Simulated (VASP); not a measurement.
# RPA total energies of AlN, part 6 of 6

Aim: total energies of AlN from exact exchange and RPA correlation, beside cheaper functionals. The scan starts from a database cell scaled to its smallest volume. The cell is of the zinc-blende type, which need not be the form that is stable at ambient conditions. The start is a computed cell from a database.

VASP 6.6.1, plane waves and PAW; the level of theory is named at each step.

So far. Step 31 (Exact exchange, volume ratio 1.06): The Hartree-Fock energy on these orbitals is -12.8789 eV an atom. Step 32 (Empty bands, volume ratio 1.06): WAVECAR now holds 696 bands for 8 electrons.

## Step 33: RPA correlation, volume ratio 1.06

This step: RPA correlation on PBE orbitals; plane waves and PAW (Al_GW, N_GW) (VASP 6.6.1).

RPA correlation at this point.

INCAR

```
SYSTEM = AlN
PREC = Accurate
ENCUT = 570
ISMEAR = 0
SIGMA = 0.05
LREAL = .FALSE.
GGA = PE
NBANDS = 696
ALGO = ACFDT
ENCUTGW = 200
NOMEGA = 12
PRECFOCK = Fast
LWAVE = .FALSE.
LCHARG = .FALSE.
```

POSCAR

```
AlN
1.0
    0.0000000000      2.2268278375      2.2268278375
    2.2268278375      0.0000000000      2.2268278375
    2.2268278375      2.2268278375      0.0000000000
Al N
1 1
Direct
    0.0000000000      0.0000000000      0.0000000000
    0.2500000000      0.2500000000      0.2500000000
```

KPOINTS

```
Automatic mesh
0
Gamma
4 4 4
0 0 0
```

Potentials, in the order of the species: Al_GW and N_GW (PBE family, release 64).

Launch:

```console
> mpirun -np 8 vasp_std
```

Output:

```text
[banner, memory and clock lines left out]
running    8 mpi-ranks, on    1 nodes
[...]
[... a notice as in an earlier step ...]

 LDA part: xc-table for (Slater+PW92), standard interpolation
 found WAVECAR, reading the header
 POSCAR, INCAR and KPOINTS ok, starting setup
[...]
reading WAVECAR
 the WAVECAR file was read successfully
 initial charge from wavefunction
 available memory per node:     32.42 GB, setting MAXMEM to     33199

 The Fermi energy was updated, please check that it is located mid-gap
 values below the HOMO (VB) or above the LUMO (CB) will cause erroneous energies
 E-fermi :   6.1282

 the WAVEDER file was read successfully
 set NWRITE>2 for more details about minimax calculation
 number of imaginary grid points requested:      12
 number of distinct grids requested:  1
 quadrature errors minimized for energies in [ 0.326E+01, 0.572E+03 ]
 bosonic grid (T=0, re) determined with error: 0.1070E-07
 bosonic grid (re): 0.1070E-07
[...]
NQ=   2    0.2500    0.0000    0.0000,
|.........|.........|.........|.........
 performed       4250000 updates of chi_q(r,r)
 total number of BLAS operations        701.85 Gflops
NQ=   3    0.5000    0.0000    0.0000,
|.........|.........|.........|.........
 performed       6375000 updates of chi_q(r,r)
 total number of BLAS operations       1025.72 Gflops
NQ=   4    0.2500    0.2500    0.0000,
|.........|.........|.........|.........
 performed       8500000 updates of chi_q(r,r)
 total number of BLAS operations       1403.28 Gflops
NQ=   5    0.5000    0.2500    0.0000,
|.........|.........|.........|.........
 performed      10625000 updates of chi_q(r,r)
 total number of BLAS operations       1751.05 Gflops
NQ=   6   -0.2500    0.2500    0.0000,
|.........|.........|.........|.........
 performed      12750000 updates of chi_q(r,r)
 total number of BLAS operations       2074.92 Gflops
NQ=   7    0.5000    0.5000    0.0000,
|.........|.........|.........|.........
 performed      14875000 updates of chi_q(r,r)
 total number of BLAS operations       2457.57 Gflops
NQ=   8   -0.2500    0.5000    0.2500,
|.........|.........|.........|.........
 performed      17000000 updates of chi_q(r,r)
 total number of BLAS operations       2810.22 Gflops
 entering main loop
```

It took 21 s on 8 MPI ranks of Intel Xeon 6975P-C (Granite Rapids), shared host; peak memory 1.6 GiB.

From OUTCAR (step 33):

```text
      cutoff energy     smooth cutoff   RPA   correlation   Hartree contr. to MP2
---------------------------------------------------------------------------------
            200.000           160.000      -11.5858191823      -18.5944413176
            190.476           152.381      -11.4859881383      -18.4758510264
            181.406           145.125      -11.3804647116      -18.3486013922
            172.768           138.214      -11.2706186617      -18.2139798114
            164.541           131.632      -11.1514373247      -18.0655373701
            156.705           125.364      -11.0269040669      -17.9078252598
            149.243           119.394      -10.8977508037      -17.7414162300
            142.136           113.709      -10.7628000860      -17.5648410572
  linear regression

[... 2 parts as in an earlier step ...]

[... 2 further parts left out ...]
[key lines of the parts left out:]
E-fermi :   6.1282
```

The correlation energy is -6.4047 eV an atom, -16 meV against the point before. With exact exchange the total is -19.2836 eV an atom.

## Step 34: Comparison: r2SCAN, volume ratio 1.06

This step: r2SCAN; plane waves and PAW (Al_GW, N_GW) (VASP 6.6.1).

The comparison at this point.

INCAR

```
SYSTEM = AlN
PREC = Accurate
ENCUT = 570
EDIFF = 1E-06
NELM = 100
ISMEAR = 0
SIGMA = 0.05
LREAL = .FALSE.
ALGO = Normal
METAGGA = R2SCAN
LASPH = .TRUE.
NBANDS = 10
LWAVE = .FALSE.
LCHARG = .FALSE.
KPAR = 8
```

POSCAR is that of step 33.

KPOINTS is that of step 33.

Launch:

```console
> mpirun -np 8 vasp_std
```

Output:

```text
[... set-up lines as in an earlier step ...]
 entering main loop
       N       E                     dE             d eps       ncg     rms          rms(c)
DAV:   1     0.103530E+02    0.10353E+02   -0.49337E+03   176   0.775E+02
DAV:   2    -0.222596E+02   -0.32613E+02   -0.29712E+02   190   0.183E+02
DAV:   3    -0.235703E+02   -0.13107E+01   -0.13082E+01   202   0.308E+01
DAV:   4    -0.235788E+02   -0.85104E-02   -0.85094E-02   212   0.315E+00
[...]
DAV:   9    -0.190906E+02    0.31352E-03   -0.21507E-03   252   0.505E-01    0.621E-02
DAV:  10    -0.190907E+02   -0.11515E-03   -0.18798E-04   180   0.190E-01    0.271E-03
DAV:  11    -0.190907E+02   -0.84745E-06   -0.42535E-06   218   0.192E-02
   1 F= -.19090741E+02 E0= -.19090741E+02  d E =-.134906E-19
```

It took 5.6 s on 8 MPI ranks; peak memory 1.2 GiB.

OUTCAR, selected parts (step 34):

```text
  Total       -1.5461061     -1.5461061     -1.5461061      0.0000000      0.0000000     -0.0000000
  in kB     -112.1656700   -112.1656700   -112.1656700      0.0000000      0.0000000     -0.0000000
  external PRESSURE =    -112.1656700 kB  Pullay stress =       0.0000000 kB

 POSITION                                       TOTAL-FORCE (eV/Angst)
 -----------------------------------------------------------------------------------
      0.00000      0.00000      0.00000        -0.000000     -0.000000     -0.000000
      1.11341      1.11341      1.11341         0.000000      0.000000      0.000000
 -----------------------------------------------------------------------------------
    total drift:                               -0.000001     -0.000001     -0.000001

  FREE ENERGIE OF THE ION-ELECTRON SYSTEM (eV)
  ---------------------------------------------------
  free  energy   TOTEN  =       -19.0907408905 eV

  energy  without entropy=      -19.0907408905  energy(sigma->0) =      -19.09074089

[... 2 parts as in an earlier step ...]

[... 1 further part left out ...]
[key lines of the parts left out:]
E-fermi :   4.5395
```

Its energy is -9.5454 eV an atom, on a zero of its own.

## Step 35: Orbitals for comparison: HSE06, volume ratio 1.06

This step: PBE; plane waves and PAW (Al_GW, N_GW) (VASP 6.6.1).

Starting orbitals, as before.

INCAR

```
SYSTEM = AlN
PREC = Accurate
ENCUT = 570
EDIFF = 1E-05
NELM = 100
ISMEAR = 0
SIGMA = 0.05
LREAL = .FALSE.
ALGO = Normal
GGA = PE
NBANDS = 10
LORBIT = 11
LWAVE = .TRUE.
LCHARG = .FALSE.
KPAR = 8
```

POSCAR is that of step 34.

KPOINTS is that of step 34.

Launch:

```console
> mpirun -np 8 vasp_std
```

Output:

```text
[... set-up lines as in an earlier step ...]
 entering main loop
       N       E                     dE             d eps       ncg     rms          rms(c)
[... 10 cycles as in an earlier step ...]
DAV:  11    -0.148296E+02    0.16449E-05   -0.85013E-06   124   0.323E-02
   1 F= -.14829644E+02 E0= -.14829644E+02  d E =-.173541E-17
 writing wavefunctions
```

The job ended after 2 s (8 MPI ranks; peak memory 1.2 GiB).

Parts of OUTCAR (step 35):

```text
  Total       -0.9221593     -0.9221593     -0.9221593      0.0000000     -0.0000000      0.0000000
  in kB      -66.9000740    -66.9000740    -66.9000740      0.0000000     -0.0000000      0.0000000
  external PRESSURE =     -66.9000740 kB  Pullay stress =       0.0000000 kB

  FREE ENERGIE OF THE ION-ELECTRON SYSTEM (eV)
  ---------------------------------------------------
  free  energy   TOTEN  =       -14.8296438705 eV

  energy  without entropy=      -14.8296438705  energy(sigma->0) =      -14.82964387

[... 3 parts as in an earlier step ...]

[... 1 further part left out ...]
[key lines of the parts left out:]
E-fermi :   4.7892
```

The run ends at a pressure of -6.69 GPa.

## Step 36: Comparison: HSE06, volume ratio 1.06

This step: HSE06; plane waves and PAW (Al_GW, N_GW) (VASP 6.6.1).

The comparison at this point.

INCAR

```
SYSTEM = AlN
PREC = Accurate
ENCUT = 570
EDIFF = 1E-06
NELM = 100
ISMEAR = 0
SIGMA = 0.05
LREAL = .FALSE.
ALGO = Normal
LHFCALC = .TRUE.
AEXX = 0.25
GGA = PE
HFSCREEN = 0.2
LASPH = .TRUE.
NBANDS = 10
PRECFOCK = Fast
LWAVE = .FALSE.
LCHARG = .FALSE.
KPAR = 8
```

POSCAR is that of step 35.

KPOINTS is that of step 35.

The WAVECAR or CHGCAR of an earlier step is read.

Launch:

```console
> mpirun -np 8 vasp_std
```

Output:

```text
[... set-up lines as in an earlier step ...]
 entering main loop
       N       E                     dE             d eps       ncg     rms          rms(c)
DAV:   1    -0.173611E+02   -0.17361E+02   -0.33302E-01   168   0.639E+00    0.352E-01
DAV:   2    -0.173626E+02   -0.15018E-02   -0.29841E-03   186   0.436E-01    0.230E-01
DAV:   3    -0.173620E+02    0.60458E-03   -0.17968E-04   190   0.159E-01    0.135E-01
DAV:   4    -0.173617E+02    0.21184E-03   -0.79295E-05   176   0.114E-01    0.789E-02
DAV:   5    -0.173617E+02    0.68687E-04   -0.28235E-05   200   0.708E-02    0.460E-02
DAV:   6    -0.173617E+02    0.22619E-04   -0.91574E-06   182   0.439E-02    0.266E-02
DAV:   7    -0.173617E+02    0.72971E-05   -0.30360E-06   172   0.259E-02    0.154E-02
DAV:   8    -0.173616E+02    0.23103E-05   -0.95914E-07    92   0.146E-02    0.895E-03
DAV:   9    -0.173616E+02    0.98418E-06   -0.41878E-07    82   0.824E-03
   1 F= -.17361647E+02 E0= -.17361647E+02  d E =-.117378E-19
```

The job ended after 9 s (8 MPI ranks; peak memory 1.9 GiB; 54 s of CPU time).

Parts of OUTCAR (step 36):

```text
 POSITION                                       TOTAL-FORCE (eV/Angst)
 -----------------------------------------------------------------------------------
      0.00000      0.00000      0.00000         0.000000     -0.000000     -0.000000
      1.11341      1.11341      1.11341        -0.000000      0.000000      0.000000
 -----------------------------------------------------------------------------------
    total drift:                               -0.000003     -0.000003     -0.000003

  FREE ENERGIE OF THE ION-ELECTRON SYSTEM (eV)
  ---------------------------------------------------
  free  energy   TOTEN  =       -17.3616468736 eV

  energy  without entropy=      -17.3616468736  energy(sigma->0) =      -17.36164687

[... 2 parts as in an earlier step ...]

[... 1 further part left out ...]
[key lines of the parts left out:]
E-fermi :   3.8686
```

Its energy is -8.6808 eV an atom, on a zero of its own.

## Step 37: Summary

This step: exact exchange and RPA correlation on PBE orbitals, beside r2SCAN, beside HSE06; plane waves and PAW (VASP 6.6.1).

This step runs nothing: it gathers the runs above.

This step gave:

```yaml
equilibrium_volume_exx_rpa: 10.62 Å³/atom
bulk_modulus: 194.7 GPa
```

Table of energy above the lowest point by volume; values in meV/atom:

```
volume (Å³/atom)   PBE    EXX  EXX+RPA  r2SCAN  HSE06
           9.792  47.2   15.5     45.0    26.5   23.5
          10.105  17.7  0.111     16.1    6.09   4.61
          10.417  2.63      0     1.77       0      0
          10.730     0   13.2        0    6.30   7.74
          11.042  8.12   38.0     8.71    23.3   26.2
```

Cost is wall time times ranks on a shared host; the RPA row holds all its steps. Fits of the equation of state:

```
  level  V0 (Å³/atom)  B0 (GPa)  fit error (meV/atom)  minimum inside the series  cost a point (core minutes)
    PBE         10.64       195              0.001139                        yes                         0.23
    EXX         10.26     240.1              0.006046                        yes                         0.75
EXX+RPA         10.62     194.7               0.02762                        yes                         3.58
 r2SCAN         10.41     211.9              0.002176                        yes                         0.61
  HSE06         10.37     214.4               3.38e-4                        yes                         1.18
```

## Step 38: Outcome

| Property | Result |
| --- | --- |
| PBE | V0 10.64 Å³/atom, B0 195 GPa |
| EXX | V0 10.26 Å³/atom, B0 240 GPa |
| EXX+RPA | V0 10.62 Å³/atom, B0 195 GPa |
| r2SCAN | V0 10.41 Å³/atom, B0 212 GPa |
| HSE06 | V0 10.37 Å³/atom, B0 214 GPa |

**Reading.** Exact exchange with RPA correlation puts the minimum at 10.62 Å³ an atom, with a bulk modulus of 195 GPa. PBE puts the volume 0.20 % above EXX+RPA, at roughly 1/16 of its cost. r2SCAN puts the volume 2.0 % below EXX+RPA, at roughly 1/6 of its cost. HSE06 puts the volume 2.4 % below EXX+RPA, at roughly 1/3 of its cost. Correlation widens the exact-exchange volume by 3.5 %. Neither mesh nor response cutoff was varied, so differences in volume under about 1 % aren't resolved. Exact exchange and correlation are taken on one coarse mesh and aren't self-consistent; the correlation energy is extrapolated in the response cutoff by the program, which at the first volume adds -634 meV an atom to the value at the highest cutoff and varies with the volume; a small fit error says nothing about that part. NBANDS follows the largest plane-wave count of any k point, which rises in steps with the volume. The cheaper functionals share the mesh. Not tabulated here, as repeats of values shown or as unfit to read for their mesh, reference level or band range: eps2 curves (empty bands); eps1 curves and static values (empty bands); gaps (empty bands).

[Long decimals in the printed logs are rounded to 6 places.]

[Lines on the potential files, build, host, timing and source positions are cut from VASP's logs without a mark.]

[Logs are printed without paths, hosts, clocks, repeated set-up lines and the standing remarks that a program may print on its own settings, such as how far it seeks lower states.]

[Hosts, paths, dates, database ids (printed as entryN), source tags and the programs' standing remarks are cut or masked in the printed files.]

[Measured values are set beside computed ones only where the two were judged alike; some that the calculation misses by far are left out.]

[Pressures printed for these runs are not shown converged in the cutoff: they can be off by several GPa and have the wrong sign.]
